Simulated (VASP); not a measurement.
# MgCd2S3 (Immm) in VASP: single point with r2SCAN

Aim: the single point of MgCd2S3 with r2SCAN.

All numbers are computed with VASP 6.6.1; they aren't measurements. Logs are shortened: lines on timing, memory, paths and dates and some standing lists are left out, and cuts for length are marked.

## (1) Starting point

The structure is orthorhombic, space group Immm (No. 71). The conventional cell has a = 3.829 Å, b = 5.420 Å, c = 11.522 Å, α = 90.00°, β = 90.00°, γ = 90.00°. Mg (site symmetry mmm) has 6 S at 2.65 to 2.71 Å as nearest neighbours. Cd (site symmetry mm2) is surrounded by 6 S at 2.71 to 2.77 Å. S (site symmetry mm2) is surrounded by 2 Mg at 2.65 Å and 4 Cd at 2.71 to 2.77 Å. S (site symmetry mmm) has 2 Mg at 2.71 Å and 4 Cd at 2.72 Å as nearest neighbours.

The cell was built by a generator and needn't be a form met in nature.

## (2) Single point, r2SCAN

Contents of INCAR:

```
ALGO = Normal
EDIFF = 1E-6
ENCUT = 520
ISIF = 2
ISMEAR = 0
KPAR = 4
LASPH = True
LCHARG = False
LMIXTAU = True
LREAL = False
LWAVE = False
METAGGA = R2SCAN
NELM = 150
PREC = Accurate
SIGMA = 0.03
```

Contents of KPOINTS:

```
k-points
0
Gamma
  8 8 8
```

Contents of POSCAR:

```
MgCd2S3
1.0
   -1.9143400000      2.7102400000      5.7608900000
    1.9143400000     -2.7102400000      5.7608900000
    1.9143400000      2.7102400000     -5.7608900000
Mg Cd S
1 2 3
Direct
    0.0000000000      0.0000000000      0.0000000000
    0.6675510000      0.6675510000      0.0000000000
    0.3324490000      0.3324490000      0.0000000000
    0.8409820000      0.3409820000      0.5000000000
    0.1590180000      0.6590180000      0.5000000000
    0.5000000000      0.0000000000      0.5000000000
```

Potentials or basis: VASP PAW PBE potentials, release 64 (Mg, Cd, S).

Command:

```
cat potpaw_PBE.64/Mg/POTCAR potpaw_PBE.64/Cd/POTCAR potpaw_PBE.64/S/POTCAR > POTCAR
mpirun -np 4 vasp_std > vasp.out
```

OUTCAR:

```text
EDIFF = 1E-6
   ENCUT = 520
   ISIF = 2
   ISMEAR = 0
   LASPH = True
   LREAL = False
   METAGGA = R2SCAN
   NELM = 150
   PREC = Accurate

 ion  position               nearest neighbor table
   1  0.000  0.000  0.000-   5 2.65   4 2.65   5 2.65   4 2.65   6 2.71   6 2.71
   2  0.668  0.668  0.000-   5 2.71   5 2.71   6 2.72   6 2.72   4 2.77   4 2.77
   3  0.332  0.332  0.000-   4 2.71   4 2.71   6 2.72   6 2.72   5 2.77   5 2.77
   4  0.841  0.341  0.500-   1 2.65   1 2.65   3 2.71   3 2.71   2 2.77   2 2.77
   5  0.159  0.659  0.500-   1 2.65   1 2.65   2 2.71   2 2.71   3 2.77   3 2.77
   6  0.500  0.000  0.500-   1 2.71   1 2.71   3 2.72   2 2.72   3 2.72   2 2.72

  LATTYP: Found a body centered orthorhombic cell.
 ALAT       =     3.8286800000
 B/A-ratio  =     1.4157568666
 C/A-ratio  =     3.0093348099

  Lattice vectors:

 A1 = (  -1.9143400000,   2.7102400000,   5.7608900000)
 A2 = (   1.9143400000,  -2.7102400000,   5.7608900000)
 A3 = (   1.9143400000,   2.7102400000,  -5.7608900000)

Analysis of symmetry for initial positions (statically):
=====================================================================
 Subroutine PRICEL returns:
 Original cell was already a primitive cell.

 Routine SETGRP: Setting up the symmetry group for a
 body centered orthorhombic supercell.

 Subroutine GETGRP returns: Found  8 space group operations
 (whereof  8 operations were pure point group operations)
 out of a pool of  8 trial point group operations.

The static configuration has the point symmetry D_2h.

Analysis of symmetry for dynamics (positions and initial velocities):
=====================================================================
 Subroutine PRICEL returns:
 Original cell was already a primitive cell.

 Routine SETGRP: Setting up the symmetry group for a
 body centered orthorhombic supercell.

 Subroutine GETGRP returns: Found  8 space group operations
 (whereof  8 operations were pure point group operations)
 out of a pool of  8 trial point group operations.

The dynamic configuration has the point symmetry D_2h.

 Subroutine INISYM returns: Found  8 space group operations
 (whereof  8 operations are pure point group operations),
 and found     1 'primitive' translations

----------------------------------------------------------------------------------------

                                     Primitive cell

  volume of cell :     119.5574

  direct lattice vectors                    reciprocal lattice vectors
    -1.914340000  2.710240000  5.760890000     0.000000000  0.184485507  0.086792145
     1.914340000 -2.710240000  5.760890000     0.261186623  0.000000000  0.086792145
     1.914340000  2.710240000 -5.760890000     0.261186623  0.184485507  0.000000000

  length of vectors
     6.648154036  6.648154036  6.648154036     0.203881776  0.275229592  0.319770784

  position of ions in fractional coordinates (direct lattice)
     0.000000000  0.000000000  0.000000000
     0.667551000  0.667551000  0.000000000
     0.332449000  0.332449000  0.000000000
     0.840982000  0.340982000  0.500000000
     0.159018000  0.659018000  0.500000000
     0.500000000  0.000000000  0.500000000

  ion indices of the primitive-cell ions
   primitive index   ion index
                 1           1
                 2           2
                 3           3
                 4           4
                 5           5
                 6           6

----------------------------------------------------------------------------------------

 KPOINTS: k-points

Automatic generation of k-mesh.
 Grid dimensions read from file:
 generate k-points for:    8    8    8

 Generating k-lattice:

  Cartesian coordinates                     Fractional coordinates (reciprocal lattice)
     0.000000000  0.023060688  0.010849018     0.125000000  0.000000000 -0.000000000
     0.032648328  0.000000000  0.010849018     0.000000000  0.125000000  0.000000000
     0.032648328  0.023060688  0.000000000    -0.000000000  0.000000000  0.125000000

  Length of vectors
     0.025485222  0.034403699  0.039971348

  Shift w.r.t. Gamma in fractional coordinates (k-lattice)
     0.000000000  0.000000000  0.000000000

 Subroutine IBZKPT returns following result:
 ===========================================

 Found     95 irreducible k-points:

 Following reciprocal coordinates:
            Coordinates               Weight
  0.000000  0.000000  0.000000      1.000000
  0.125000  0.000000 -0.000000      4.000000
  0.250000  0.000000 -0.000000      4.000000
  0.375000  0.000000 -0.000000      4.000000
  0.500000  0.000000 -0.000000      2.000000
  0.000000  0.125000 -0.000000      4.000000
[... 16 lines left out ...]
  0.125000  0.375000 -0.000000      8.000000
  0.250000  0.375000 -0.000000      8.000000
 [... further k-points ...]
   k-points           NKPTS =     95   k-points in BZ     NKDIM =     95   number of bands    NBANDS=     26
   number of dos      NEDOS =    301   number of ions     NIONS =      6
   total plane-waves  NPLWV = 125000
   dimension x,y,z NGX =    50 NGY =   50 NGZ =   50
   dimension x,y,z NGXF=   100 NGYF=  100 NGZF=  100
   ions per type =               1   2   3
   NGX,Y,Z   is equivalent  to a cutoff of  12.50, 12.50, 12.50 a.u.
   NGXF,Y,Z  is equivalent  to a cutoff of  25.01, 25.01, 25.01 a.u.
 SYSTEM =  unknown system
   PREC   = accura    normal or accurate (medium, high low for compatibility)
   ISTART =      0    job   : 0-new  1-cont  2-samecut
   ICHARG =      2    charge: 1-file 2-atom 10-const
   ISPIN  =      1    spin polarized calculation?
   LNONCOLLINEAR =      F non collinear calculations
   LSORBIT =      F    spin-orbit coupling
   LASPH  =      T    aspherical Exc in radial PAW
   ENCUT  =  520.0 eV  38.22 Ry    6.18 a.u.  12.36 12.36 12.36*2*pi/ulx,y,z
   NELM   =    150;   NELMIN=  2; NELMDL= -5     # of ELM steps
   EDIFF  = 0.1E-05   stopping-criterion for ELM
   LREAL  =      F    real-space projection
   EDIFFG = 0.1E-04   stopping-criterion for IOM
   NSW    =      0    number of steps for IOM
   IBRION =     -1    ionic relax: 0-MD 1-quasi-New 2-CG
   NFREE  =      0    steps in history (QN), initial steepest desc. (CG)
   ISIF   =      2    stress and relaxation
   ISYM   =      2    0-nonsym 1-usesym 2-fastsym
   POTIM  = 0.5000    time-step for ionic-motion
   TEBEG  =    0.0;   TEEND  =   0.0 temperature during run
   PSTRESS=    0.0 pullay stress
   NELECT =      44.0000    total number of electrons
   NUPDOWN=      -1.0000    fix difference up-down
   EMIN   =  10.00;   EMAX   =-10.00  energy-range for DOS
   EFERMI =   0.00;   METHOD = LEGACY
   ISMEAR =     0;   SIGMA  =   0.03  broadening in eV -4-tet -1-fermi 0-gaus
   EFERMI_NEDOS =   21; number of points for ismear=-14 and -15
   IALGO  =     38    algorithm
   IMIX   =      4    mixing-type and parameters
     AMIX     =   0.40;   BMIX     =  1.00
     AMIX_MAG =   1.60;   BMIX_MAG =  1.00
  volume/ion in A,a.u.               =      19.93       134.47
  Fermi-wavevector in a.u.,A,eV,Ry     =   1.173186  2.217000 18.726592  1.376366
  Thomas-Fermi vector in A             =   2.309603
   LORBIT       =      0    0 simple, 1 ext, 2 COOP (PROOUT), +10 PAW based schemes
   METAGGA = R2SCAN    functional components
   LHFCALC =     F    Hartree Fock is set to
   AEXX    =    0.0000 exact exchange contribution
   IVDW    =     0    specifies the selected vdW correction
   LEPSILON=     F    determine dielectric tensor
   LRPA    =     F    only Hartree local field effects (RPA)
 non-spin polarized calculation
 Gauss-broadening in eV      SIGMA  =   0.03
  energy-cutoff  :      520.00
  volume of cell :      119.56
 maximum number of plane-waves:      3252
 NGX is ok and might be reduce to    50
   NGX = 25   NGY = 25   NGZ = 25

 number of electron      44.0000005 magnetization

 Free energy of the ion-electron system (eV)
  ---------------------------------------------------
  ext. energy  EPLUGINS =         0.00000000
  ---------------------------------------------------
  free energy    TOTEN  =       -74.43006354 eV

  energy without entropy =      -74.43006354  energy(sigma->0) =      -74.43006354

 E-fermi :   3.0988     XC(G=0): -10.5858

 val. band max:        2.9383728856   @ k =   0.5000   0.5000   0.5000
 cond. band min:       4.0889085776   @ k =   0.0000   0.5000  -0.0000
 fundamental gap:      1.1505356920
 Fermi energy:         3.0988165290

 k-point     1 :       0.0000    0.0000    0.0000
  band No.  band energies     occupation
      1     -10.3817      2.00000
      2      -9.3343      2.00000
      3      -9.0644      2.00000
      4      -5.1398      2.00000
      5      -5.1140      2.00000
      6      -5.0214      2.00000
[... 18 lines left out ...]
     25       7.0321      0.00000
     26      10.1057      0.00000

 k-point     2 :       0.1250    0.0000   -0.0000
  band No.  band energies     occupation
      1     -10.3245      2.00000
      2      -9.3307      2.00000
      3      -9.0906      2.00000
      4      -5.1476      2.00000
      5      -5.1201      2.00000
      6      -5.0298      2.00000
[... 18 lines left out ...]
     25       7.2921      0.00000
     26       9.6814      0.00000

 k-point     3 :       0.2500    0.0000   -0.0000
  band No.  band energies     occupation
      1     -10.1624      2.00000
      2      -9.3361      2.00000
      3      -9.1639      2.00000
      4      -5.1631      2.00000
      5      -5.1493      2.00000
      6      -5.0677      2.00000
[... 18 lines left out ...]
     25       7.7796      0.00000
     26       8.8238      0.00000

 k-point     4 :       0.3750    0.0000   -0.0000
  band No.  band energies     occupation
      1      -9.9242      2.00000
      2      -9.4351      2.00000
      3      -9.2201      2.00000
      4      -5.2287      2.00000
      5      -5.1753      2.00000
      6      -5.1537      2.00000
[... 18 lines left out ...]
     25       7.5798      0.00000
     26       8.9127      0.00000
[... 496 lines left out ...]
      1      -9.6750      2.00000
      2      -9.2935      2.00000
      3      -9.1923      2.00000
      4      -5.1264      2.00000
      5      -5.0648      2.00000
      6      -5.0563      2.00000
[... 18 lines left out ...]
     25       8.1285      0.00000
     26       9.0464      0.00000

 k-point    23 :       0.1250    0.3750   -0.0000
  band No.  band energies     occupation
      1      -9.6179      2.00000
      2      -9.2993      2.00000
      3      -9.1838      2.00000
      4      -5.1358      2.00000
      5      -5.0720      2.00000
      6      -5.0460      2.00000
[... 18 lines left out ...]
     25       7.9761      0.00000
     26       9.1046      0.00000

 k-point    24 :       0.2500    0.3750   -0.0000
  band No.  band energies     occupation
      1      -9.5087      2.00000
      2      -9.2652      2.00000
      3      -9.1840      2.00000
      4      -5.1550      2.00000
      5      -5.1058      2.00000
      6      -5.0608      2.00000
[... 18 lines left out ...]
     25       8.1591      0.00000
     26       8.6363      0.00000

 [... further k-points ...]
[... 5 lines left out ...]
  --------------------------------------------------------------------------------------
  -------------------------------------------------------------------------------------
  Total       -1.1470320     -1.1670425     -1.2077185      0.0000000      0.0000000      0.0000000
  in kB      -15.3712692    -15.6394275    -16.1845225      0.0000000      0.0000000      0.0000000
  external PRESSURE =     -15.7317397 kB  Pullay stress =       0.0000000 kB

 VOLUME and BASIS-vectors are now :
 -----------------------------------------------------------------------------
  energy-cutoff  :      520.00
  volume of cell :      119.56
      direct lattice vectors                 reciprocal lattice vectors
    -1.914340000  2.710240000  5.760890000     0.000000000  0.184485507  0.086792145
     1.914340000 -2.710240000  5.760890000     0.261186623  0.000000000  0.086792145
     1.914340000  2.710240000 -5.760890000     0.261186623  0.184485507  0.000000000

 POSITION                                       TOTAL-FORCE (eV/Angst)
 -----------------------------------------------------------------------------------
      0.00000      0.00000      0.00000        -0.000000      0.000000     -0.000000
      0.00000      0.00000      7.69138        -0.000000      0.000000      0.001128
      0.00000      0.00000      3.83040        -0.000000      0.000000     -0.001128
      0.00000      2.71024      3.92872        -0.000000      0.000000     -0.025648
      1.91434      0.00000      1.83217         0.000000     -0.000000      0.025648
      0.00000      2.71024      0.00000        -0.000000      0.000000     -0.000000
 -----------------------------------------------------------------------------------
    total drift:                                0.000000      0.000000     -0.000000

  FREE ENERGIE OF THE ION-ELECTRON SYSTEM (eV)
  ---------------------------------------------------
  free  energy   TOTEN  =       -74.4300635380 eV

  energy  without entropy=      -74.4300635380  energy(sigma->0) =      -74.43006354
```

It took 7.8 min on 4 MPI ranks of Intel Xeon Platinum 8488C (Sapphire Rapids), shared host; peak memory 0.59 GiB.

What came out:

```
Free energy            : -74.4301 eV
Pressure               : -1.6 GPa
Largest force          : 0.026 eV/Å
Band gap on the k mesh : 1.15 eV, indirect (least direct gap 1.21 eV)
```

Forces in eV/Å, atoms in the order of the input:
```
Mg   0.000  0.000  0.000
Cd   0.000  0.000  0.001
Cd   0.000  0.000 -0.001
S    0.000  0.000 -0.026
S    0.000  0.000  0.026
S    0.000  0.000  0.000
```

Levels at points of the mesh, in eV from the valence-band top:
| k point | band 20 | band 21 | band 22 | band 23 | band 24 | band 25 |
| --- | --- | --- | --- | --- | --- | --- |
| (0.00, 0.00, 0.00) | -0.70 | -0.68 | -0.66 | 1.94 | 3.46 | 4.09 |
| (0.50, 0.00, 0.00) | -0.86 | -0.37 | -0.16 | 4.08 | 4.35 | 4.56 |
| (0.00, 0.50, 0.00) | -2.10 | -1.39 | -1.14 | 1.15 | 3.75 | 4.76 |
| (0.50, 0.50, 0.00) | -1.74 | -0.35 | -0.28 | 4.14 | 4.25 | 4.37 |
| (0.50, 0.50, 0.50) | -1.30 | -0.66 | 0.00 | 1.21 | 4.67 | 5.09 |

Caveat: the PAW data sets were made with another functional, which shifts forces and pressure a little. A k mesh can miss the band edges.
